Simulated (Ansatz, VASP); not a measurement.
**SiC (Moissanite) in two plane-wave programs**

One calculation is typed for both programs; each brings its own data sets. How far apart do they land? The cell is taken from a series of runs on this material, whose earlier steps may have relaxed, scaled, displaced or heated it; both programs get it as it stands.

Calculated with Ansatz 0.2.0; plane waves, with VASP 6.6.1 beside it; relaxation of cell and atoms at BLYP with D3(BJ).

### 1. Set-up

The structure is hexagonal, space group P6_3mc (No. 186). Conventional cell: a = 3.081 Å, b = 3.081 Å, c = 15.125 Å, α = 90.00°, β = 90.00°, γ = 120.00°. Nearest to Si lie 4 C at 1.88 to 1.90 Å. Nearest to Si lie 4 C at 1.89 Å. Si has 4 C at 1.89 Å nearest. C has 4 Si at 1.88 to 1.89 Å nearest. Nearest to C lie 4 Si at 1.89 Å. Nearest to C lie 4 Si at 1.89 to 1.90 Å. Farther neighbours are not listed.

### 2. Ansatz: relaxation of cell and atoms, BLYP with D3(BJ)

Ansatz runs on its default PAW (the set named soft_2) files.

The relaxed volume is the usual yardstick between codes: in a stiff, nearly cubic crystal its relative difference is about their pressure difference at one cell divided by the bulk modulus.

input.yaml

```yaml
crystal:
  lattice:
    - [3.081, 0.0, 0.0]
    - [-1.5405, 2.6682242691, 0.0]
    - [0.0, 0.0, 15.1248]
  atoms:
    - { symbol: Si, position: [0.0, 0.0, 0.0] }
    - { symbol: Si, position: [0.0, 0.0, 0.5] }
    - { symbol: Si, position: [0.3333333333, 0.6666666667, 0.1664] }
    - { symbol: Si, position: [0.6666666667, 0.3333333333, 0.6664] }
    - { symbol: Si, position: [0.6666666667, 0.3333333333, 0.3329] }
    - { symbol: Si, position: [0.3333333333, 0.6666666667, 0.8329] }
    - { symbol: C, position: [0.3333333333, 0.6666666667, 0.0412] }
    - { symbol: C, position: [0.6666666667, 0.3333333333, 0.5412] }
    - { symbol: C, position: [0.6666666667, 0.3333333333, 0.208] }
    - { symbol: C, position: [0.3333333333, 0.6666666667, 0.708] }
    - { symbol: C, position: [0.0, 0.0, 0.3746] }
    - { symbol: C, position: [0.0, 0.0, 0.8746] }
kpoints:
  mp_grid: { grid: [9, 9, 2] }
hamiltonian:
  xc: blyp
  dispersion: d3bj
scf:
  occupations: { method: gaussian, width: 0.02 }
output:
  forces: true
  stress: true
  eigenvalues: true
relax:
  adjacent_minimum: "off"
  f_tol: 0.005
  max_steps: 60
  cell: { stress_tol: 0.03 }
```

Started as:

```
> ansatz run input.yaml --threads 4 --pin off --max-ram 16384MiB --backend cpu --events-out ev --progress --plain --runs-dir out
```

Numbers of over 12 decimals in the logs are rounded to 6 here.

Log:

```text
Engine: ansatz 0.2.0, aarch64-unknown-linux-gnu
Pseudopotentials: kind: paw
Pseudopotential: Si, paw, valence charge 4, recommended cutoff 420 eV (normal), Si.paw.azcp
Pseudopotential: C, paw, valence charge 4, recommended cutoff 420 eV (normal), C.paw.azcp
Functional definition: BLYP
  parameter beta = 0.0042
  parameter a = 0.04918
  parameter b = 0.132
  parameter c = 0.2533
  parameter d = 0.349
  exchange = b88_x(beta = beta)
  correlation = lyp_c(a = a, b = b, c = c, d = d)
Crystal: 12 atoms, lattice volume = 124.338 Å³
Basis set: ecut = 420 eV, 2415 PW (Γ), exchange–correlation on 48×48×216 points (8 copies of the dense FFT grid, shifted against one another)
Bands: 36, of which v1, the nominal top of the filled ones, is band 24 counted from 1 (23 counted from 0)
Symmetry: 12 space group operations
Space group: P63mc (ITA 186), of the structure as read, at distance tolerance 5.0e-5 Å
k-points: 24 of 162
Non-local potential: Si, projectors of the file, l = 0: 2, l = 1: 2, l = 2: 2
Non-local potential: C, projectors of the file, l = 0: 2, l = 1: 2, l = 2: 1
PAW form: soft (Blöchl's): semilocal exchange-correlation on the pseudo side does not see the compensation charge
PAW frozen core: Si, regenerated for the run's functional, and the local potential with it (the file was generated under x = pbe(κ = 0.804, μ = 0.219515), c = pbe(β = 0.066725))
PAW frozen core: C, regenerated for the run's functional, and the local potential with it (the file was generated under x = pbe(κ = 0.804, μ = 0.219515), c = pbe(β = 0.066725))
PAW one-centre angular grid: Si, 110 points (default); XC on 64 Gauss nodes
PAW one-centre angular grid: C, 110 points (default); XC on 64 Gauss nodes
Initial density: superposition of atomic densities (neutral atoms: chi_scale 0, normalization atom), corrected by the library's trained network
Initial wavefunctions: pseudopotential atomic-orbital guess
Functional: x = b88, c = lyp
SCF iter   1: F=—  HF=-5356.954830 eV  |F-HF|=—  |Δ(HF+E_count)|=         —  Δρ=1.46e-2  dr2=2.71e-1  ethr=1.77e-3  ⟨swp⟩=7.1  Hψ=4529  notcnv=0  defer=11
preconditioner: auto → none  [insulator: Δε(μ)=2.564 eV  Ē_g=12.116 eV  σ=0.020 eV  W_gap=1.00  n_scr=10 (ndim 8)  ℏωp=23.1 eV  f_vac=0.000  D(μ)=0.00/eV (n_scr^D=0)  ε∞_Penn≈4.6]
SCF iter   2: F=—  HF=-5356.866154 eV  |F-HF|=—  |Δ(HF+E_count)|=   8.87e-2  Δρ=3.06e-3  dr2=1.19e-2  ethr=5.64e-4  ⟨swp⟩=2.7  Hψ=1709  notcnv=0  defer=145
SCF iter   3: F=—  HF=-5356.862028 eV  |F-HF|=—  |Δ(HF+E_count)|=   4.13e-3  Δρ=6.84e-4  dr2=5.52e-4  ethr=2.48e-5  ⟨swp⟩=3.0  Hψ=1412  notcnv=0  defer=152
SCF iter   4: F=—  HF=-5356.861918 eV  |F-HF|=—  |Δ(HF+E_count)|=   1.10e-4  Δρ=8.97e-5  dr2=1.87e-5  ethr=1.15e-6  ⟨swp⟩=2.5  Hψ=1389  notcnv=0  defer=152
SCF iter   5: F=—  HF=-5356.861871 eV  |F-HF|=—  |Δ(HF+E_count)|=   4.68e-5  Δρ=4.90e-5  dr2=1.26e-6  ethr=3.89e-8  ⟨swp⟩=2.1  Hψ=1145  notcnv=0  defer=152
SCF iter   6: F=-5356.861873 eV  HF=-5356.861873 eV  |F-HF|=4.21e-8  |Δ(HF+E_count)|=   2.45e-6  Δρ=9.14e-6  dr2=6.11e-8  ethr=2.08e-10  ⟨swp⟩=12.2  Hψ=4695  notcnv=0
SCF 1 converged in 6 iterations: F = -5356.861873 eV  dr2 = 6.11e-8
  greatest PAW one-centre occupation: 0.645 electrons in one spin orbital (limit 2), on the C atom at site 7 (counted from 0), in its partial waves of l = 0
relax step   1: F+E_penalty+E_count = -5356.86187337 eV  Δ(F+E_penalty+E_count) = +0.000e0 eV  max|allowed force component| = 1.900e-1 eV/Å  Δτ_max = 0.0000 Å  P = -2.516 GPa  Ω = 124.338 Å³  (6 SCF iters, dr2 threshold 1.00e-7 eV, accepted)
[...]
relax step   7: F+E_penalty+E_count = -5356.87555772 eV  Δ(F+E_penalty+E_count) = -5.467e-5 eV  max|allowed force component| = 3.365e-5 eV/Å  Δτ_max = 0.0000 Å  P = -0.001 GPa  Ω = 122.868 Å³  energy of the carried Pulay correction = +5.161e-5 eV  (6 SCF iters, dr2 threshold 4.63e-9 eV, accepted)
[...]
relax step   8: F+E_penalty+E_count = -5356.87549371 eV  Δ(F+E_penalty+E_count) = +6.401e-5 eV  max|allowed force component| = 2.954e-5 eV/Å  Δτ_max = 0.0000 Å  P = -0.001 GPa  Ω = 122.868 Å³  stress off target by 1.10e-3 GPa  SCF on the basis re-selected at this cell (its energy is not comparable with the rows above)  (8 SCF iters)
basis re-selected at this cell: Δ(F+E_penalty+E_count) = +6.401e-5 eV, ΔP = -0.000 GPa vs the last step (what re-selecting the basis moved, of the pressure what is left beyond the Pulay correction that the steps carried, after the strain that the cell walked since its last selection, with what the two solves' SCF thresholds leave and, on support functions, any second-order correction that the steps lacked; it is no m [...]
SCF converged after 8 iterations
Free energy (F): -5356.875494 eV
Harris-Foulkes:  -5356.875494 eV  (|F-HF|=1.82e-12)
Internal energy: -5356.875494 eV  (E = F + TS)
E sigma→0 (E₀):  -5356.875494 eV
Fermi energy:    11.256852 eV
--- Per-component energies (eV) ---
  E_band       = 199.924186
  E_kinetic    = 826.854992
  E_local      = -648.398226  (includes V_loc(G=0)·N_el)
  E_nonlocal   = 322.847978
  E_hartree    = 200.643850
  E_xc         = -622.991011
  E_vxc        = -641.594984  (∫ρ·V_xc dr)
  E_paw        = -3714.306260  (= ΣΔE_a)
  E_vpaw       = -61.073365  (= ΣTr[D̂ρ^β])
  E_aug_tail   = 0.000091  (compensation charges beyond the density's cutoff)
  E_ewald      = -1713.804643
  E_disp       = -7.818877  (pairwise vdW)
  E_core_change = 0.096613  (= ΣΔE_core)
  E_smearing   = -0.000000  (= −TS)
  E_closure    = 0.000000  (closes the sum)
  Σ components = -5356.875494   (vs F -5356.875494, Δ=0.00e0)
--- Forces (eV/Å), atoms counted from 1 ---
  atom   1  Si     0.00000000    -0.00000000    -0.00000652
  atom   2  Si     0.00000000     0.00000000    -0.00000652
  atom   3  Si    -0.00000000    -0.00000000     0.00001544
  atom   4  Si     0.00000000     0.00000000     0.00001544
  atom   5  Si     0.00000000    -0.00000000    -0.00002950
  atom   6  Si     0.00000000     0.00000000    -0.00002950
  atom   7  C     -0.00000000     0.00000000     0.00001533
  atom   8  C     -0.00000000    -0.00000000     0.00001533
  atom   9  C      0.00000000     0.00000000    -0.00001025
  atom  10  C      0.00000000    -0.00000000    -0.00001025
  atom  11  C     -0.00000000     0.00000000     0.00001572
  atom  12  C      0.00000000    -0.00000000     0.00001572
  max |Σ_I F_I| component: 4.61e-7 eV/Å
--- Stress (GPa, compression-positive) ---
       -0.001099       0.000000      -0.000000
       -0.000000      -0.001099      -0.000000
       -0.000000      -0.000000      -0.000786
  P = ⅓ Tr σ = -0.0010 GPa (-0.010 kbar)
--- Band table (eV; the first three rows and the last of 24) ---
  k-point 0: bands = [... 20 lower, 9.7533, 10.0102, 10.0493, 10.0493, 15.4518, 15.6289, 16.0286, 16.5524, ... 8 higher]
  k-point 1: bands = [... 20 lower, 9.9551, 9.9551, 9.9551, 9.9551, 15.5204, 15.5204, 16.2660, 16.2660, ... 8 higher]
  k-point 2: bands = [... 20 lower, 9.5039, 9.5595, 9.8773, 9.9549, 15.6657, 15.9329, 16.0612, 16.6171, ... 8 higher]
  k-point 23: bands = [... 20 lower, 7.4681, 7.4681, 7.8323, 7.8323, 14.0037, 14.0037, 14.6607, 14.6607, ... 8 higher]
--- Relaxed structure (6 steps of the walk, 6 accepted, 2 SCFs on fresh bases) ---
  F+E_penalty+E_count = -5356.87549371 eV   max|allowed force component| = 2.954e-5 eV/Å   (the final SCF, on the basis selected at the relaxed cell)
  cell:  # Å, volume = 122.8678 Å³
    - [3.069013, 0.0, -4.988352267696416e-18]
    - [-1.534507, 2.657844, 2.494176133848208e-18]
    - [-2.4488098142774184e-17, 0, 15.062948]
  atoms:
    - { symbol: Si, position: [-2.687513911402969e-19, 0, -0.000268968] }
    - { symbol: Si, position: [-2.6875139114028606e-19, 0, 0.499731] }
    - { symbol: Si, position: [0.333333, 0.666667, 0.166493] }
    - { symbol: Si, position: [0.666667, 0.333333, 0.666493] }
    - { symbol: Si, position: [0.666667, 0.333333, 0.332956] }
    - { symbol: Si, position: [0.333333, 0.666667, 0.832956] }
    - { symbol: C, position: [0.333333, 0.666667, 0.041547] }
    - { symbol: C, position: [0.666667, 0.333333, 0.541547] }
    - { symbol: C, position: [0.666667, 0.333333, 0.207995] }
    - { symbol: C, position: [0.333333, 0.666667, 0.707995] }
    - { symbol: C, position: [-2.2142991600071206e-19, 0, 0.374378] }
    - { symbol: C, position: [-2.214299160007136e-19, 0, 0.874378] }
```

In the SCF lines HF is the Harris–Foulkes energy and dr2 the Hartree energy of the density residual, in eV; the loop may stop once dr2 is under the threshold and the program's other checks hold. Hψ counts applications of the Hamiltonian.

(Continued in part 2 of 2.)

[Lines on the potential files, build, host, timing and source positions are cut from VASP's logs without a mark.]

[Logs are printed without paths, hosts, clocks, repeated set-up lines and the standing remarks that a program may print on its own settings, such as how far it seeks lower states.]

[Hosts, paths, dates, database ids (printed as entryN), source tags and the programs' standing remarks are cut or masked in the printed files.]
